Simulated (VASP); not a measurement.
# Iridium under biaxial (001) strain with PBEsol: normal strain, stress, strain energy and the moduli C₁₁ and C₁₂

The calculation gives the normal strain, in-plane stress and strain energy of fcc iridium when its (001) plane is stretched or compressed by up to 2 %. Strain and stress are measured from the relaxed PBEsol crystal, with tension positive.

The results serve a design brief whose limits are chosen here in round numbers. A coherent Ir (001) film, 10 nm thick, is to offer as large an in-plane stretch as possible to a layer grown on top of it. The film may pull on its support with at most 80 N per metre of width, and it may store at most 1 J of elastic energy per square metre. The candidates are the tabulated strains. The film is treated as bulk iridium with a stress-free normal, so its surfaces and the support enter only through the imposed strain.

## Calculations

The start is an entry of the ASE's table of reference states database. The crystal was relaxed with PBEsol. Equal strain is imposed in the (001) plane; the strain along the normal is adjusted until the normal stress vanishes, and the atoms are relaxed with PBEsol. VASP 6.6.1, plane waves with PAW, cutoff 450 eV, no spin polarisation, no spin-orbit coupling, k mesh 26×26×26, static lattice. The same in all rows: band gap on the k mesh at PBEsol: 0.000 eV.

Notes on method and selection:

- Runs that did not converge, have known faults or may not be shown are not listed, and runs on Ansatz's PAW sets soft_1 and soft_2 are kept to separate tables.

Columns:

- strain (%): strain in the plane (tension positive).
- normal strain (%): strain along the normal.
- stress (GPa): in-plane stress, tension positive.
- strain energy (meV/atom): energy per atom above the relaxed crystal.

Input lines of one member:

```
PREC = Accurate
ENCUT = 450
EDIFF = 1E-07
NELM = 120
ISMEAR = 1
SIGMA = 0.15
LREAL = .FALSE.
ALGO = Normal
GGA = PS
NBANDS = 10
LASPH = .TRUE.
LORBIT = 11
KPAR = 2
IBRION = 1
NSW = 25
```

Command (options for logging and memory left out): `mpirun -np 2 vasp_std`

## Results

| member | strain (%) | normal strain (%) | stress (GPa) | strain energy (meV/atom) |
| --- | --- | --- | --- | --- |
| −2 % | −2.0 | 1.656 | −15.42 | 26.38 |
| −1.5 % | −1.5 | 1.231 | −11.30 | 14.71 |
| −1 % | −1.0 | 0.810 | −7.38 | 6.504 |
| −0.5 % | −0.5 | 0.401 | −3.61 | 1.655 |
| 0 % | 0.0 | 0.000 | 0.00 | 0.04024 |
| +0.5 % | 0.5 | −0.396 | 3.43 | 1.512 |
| +1 % | 1.0 | −0.790 | 6.69 | 5.917 |
| +1.5 % | 1.5 | −1.184 | 9.76 | 13.12 |
| +2 % | 2.0 | −1.578 | 12.65 | 22.96 |

Least-squares fits to the whole series, with x = strain (%); R² and errors in the fitted variable (y, or ln y where the fit is in ln y):

| y | members | fit | R² | rms residual | leave-one-out rms | the same for the mean of the others |
| --- | --- | --- | --- | --- | --- | --- |
| normal strain (%) | 9 | y = 0.01667 − 0.8059 x | 1.00 | 0.015 | 0.021 | 1.2 |
| stress (GPa) | 9 | y = −0.5756 + 7.021 x | 1.00 | 0.51 | 0.72 | 10 |

## Mechanism

Stretching the plane thins the crystal along the normal. Between −0.5 % and +0.5 % the slope is (−0.396 − 0.401) / 1.0 = −0.797. For a cubic crystal with a stress-free normal,

$$\frac{\varepsilon_\perp}{\varepsilon}=-\frac{2C_{12}}{C_{11}},\qquad M=\frac{\sigma}{\varepsilon}=C_{11}+C_{12}-\frac{2C_{12}^2}{C_{11}}.$$

The first relation gives $C_{12}/C_{11}$ = 0.797 / 2 = 0.3985. The same two rows give the biaxial modulus $M$ = (3.43 + 3.61) / 0.010 = 704 GPa. Hence $C_{11}$ = 704 / (1 + 0.3985 − 2 × 0.3985²) = 651 GPa, $C_{12}$ = 0.3985 × 651 = 259 GPa, and the bulk modulus is (651 + 2 × 259) / 3 = 390 GPa. This strain does not probe $C_{44}$.

The thinning has a simple geometric reason. A nearest-neighbour bond between adjacent (001) planes changes in length by about $(\varepsilon+\varepsilon_\perp)/2$. At +1 % this is (1.0 − 0.790) / 2 = 0.105 %, so these bonds keep nearly their old length while the in-plane bonds take the full 1 %.

Stress is not quite proportional to strain. The ±1 % rows give a linear coefficient of (6.69 + 7.38) / 2 = 7.04 and a quadratic one of (6.69 − 7.38) / 2 = −0.345. With $\varepsilon$ in per cent and $\sigma$ in GPa,

$$\sigma = 7.04\,\varepsilon-0.345\,\varepsilon^2$$

reproduces every row to within about 0.05 GPa, whereas the straight-line fit has an rms residual of 0.51 GPa. The negative quadratic term means that the crystal stiffens in compression and softens in tension, as expected when repulsion between atoms rises steeply at short distance. Linear elasticity with $M$ = 704 GPa is therefore wrong by about 2.6 % at ±0.5 %, 5 % at ±1 % and 10 % at ±2 %.

The strain energy, averaged over the two signs of strain and counted from the unstrained row, follows 6.17 $\varepsilon^2$ meV/atom to within 0.3 %, with $\varepsilon$ in per cent. The coefficient comes from the ±1 % rows: (6.504 + 5.917) / 2 − 0.04024 = 6.17.

## Members off the line

Largest departures from the fit to the whole series:

| member | normal strain (%) | fit | computed − fit | in rms residuals |
| --- | --- | --- | --- | --- |
| −2 % | 1.656 | 1.628 | +0.028 | 1.8 |
| −0.5 % | 0.401 | 0.420 | −0.019 | 1.2 |
| +2 % | −1.578 | −1.595 | +0.017 | 1.1 |
| 0 % | 0.000 | 0.017 | −0.017 | 1.1 |

No row breaks the trend. The departures from the straight line for normal strain are positive at both ends and negative near the middle, which is the mark of slight curvature. The fitted stress of −0.58 GPa at zero strain has the same origin; the computed value there is 0.00.

The finite plane-wave basis leaves small inconsistencies between energies and stresses. The unstrained row lies 0.04 meV/atom above the relaxed crystal, probably because the free-cell relaxation kept the plane-wave basis of its starting cell. In addition, integrating the stress formula predicts that +1 % lies 2 × (2/3) × 0.345 × 6.17 / 7.04 = 0.40 meV/atom below −1 %, but the table gives 6.504 − 5.917 = 0.587. The likely cause is Pulay stress: at a fixed cutoff a larger cell receives more plane waves, which lowers its energy slightly, whereas the computed stress is a derivative at fixed basis and misses this contribution. The mismatch is negligible at large strain but reaches several per cent of the energy at ±0.5 %.

## Selection

The brief asks for a stretch, which leaves the four tensile rows. The force per width is $F=\sigma t$, where 1 GPa × 1 nm = 1 N/m. The stored energy per area is

$$U=0.1602\,\frac{E\,t}{V},$$

with $U$ in J/m², $E$ in meV/atom above the unstrained row, $t$ = 10 nm and $V$ in Å³/atom. The volume follows from $E=VM\varepsilon^2$ at 1 % strain: with 1 meV/Å³ = 0.1602 GPa, $V$ = 6.17 × 0.1602 / (704 × 0.0001) = 14.04 Å³/atom. The change in film thickness, at most 1.6 %, is neglected.

- **+0.5 %:** $F$ = 3.43 × 10 = 34.3 N/m; $U$ = 0.1602 × 1.472 × 10 / 14.04 = 0.17 J/m². It passes.
- **+1 %:** $F$ = 6.69 × 10 = 66.9 N/m; $U$ = 0.1602 × 5.877 × 10 / 14.04 = 0.67 J/m². It passes.
- **+1.5 %:** $F$ = 9.76 × 10 = 97.6 N/m; $U$ = 0.1602 × 13.08 × 10 / 14.04 = 1.49 J/m². It fails both limits.
- **+2 %:** $F$ = 12.65 × 10 = 126.5 N/m; $U$ = 0.1602 × 22.92 × 10 / 14.04 = 2.6 J/m². It fails both limits.

The pick is +1 %, and the runner-up is +0.5 %.

PBEsol elastic constants of such metals typically carry an error of roughly 10 %. If the real film were stiffer by that much, +1 % would need 66.9 × 1.1 = 73.6 N/m and would still pass. If it were softer by as much, +1.5 % would need 97.6 × 0.9 = 87.8 N/m and would still fail.

The pick would drop to +0.5 % if the force at +1 % rose by a factor of 80 / 66.9 = 1.20. Surface stress, usually tensile in such metals and roughly a few N/m per face, uses up part of that margin. A thinner film would move the pick the other way: +1.5 % meets both limits once the thickness is below 10 / 1.49 = 6.7 nm, where the energy is the tighter limit.

## Rules of thumb and their limits

Within ±2 %, one modulus and one quadratic term describe the stress. The modulus alone suffices within ±1 % if an error of 5 % is acceptable.

The largest omitted effect is plastic relaxation. The perfect one-atom cell cannot form dislocations, whereas bulk metals commonly yield at stresses of roughly 1 GPa or less, far below the 6.69 GPa computed at +1 %. Thin films sustain more, but at a strain of 1 %, misfit dislocations typically become favourable once the film is thicker than roughly a few nanometres. In a 10 nm film they could remove much of the stress, and with it the stretch that the brief requires. The selection therefore holds only for a film that stays coherent.

[Logs are printed without paths, hosts, clocks, repeated set-up lines and the standing remarks that a program may print on its own settings, such as how far it seeks lower states.]
